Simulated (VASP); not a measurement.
Energy against volume of Mo (bcc). These are revPBE GGA, VASP's PBE PAW potentials (set 64) (plane waves; VASP 6.6.1) values and carry that method's errors. Numerical set-up: 520 eV cut-off, 16×16×16 Γ-centred mesh, first-order Methfessel-Paxton smearing of 0.10 eV, potentials Mo_sv.

| V (Å³/atom) | E (eV/atom) |
|---|---|
| 15.051 | -10.44239 |
| 15.531 | -10.47841 |
| 16.011 | -10.48801 |
| 16.492 | -10.47504 |

Problem. Fit these four points and predict the energy of the run at 16.972 Å³/atom.

Solution. A cubic in V^(−2/3), the third-order Birch-Murnaghan form, passes through the four points with V0 = 15.96 Å³/atom and B0 = 253 GPa, and gives -10.4429 eV/atom there. The run gave -10.4429 eV/atom, -0.0 meV/atom from the fit; all five points give B0 = 253 GPa.

The compound is Mo in the bcc structure. It was relaxed first.
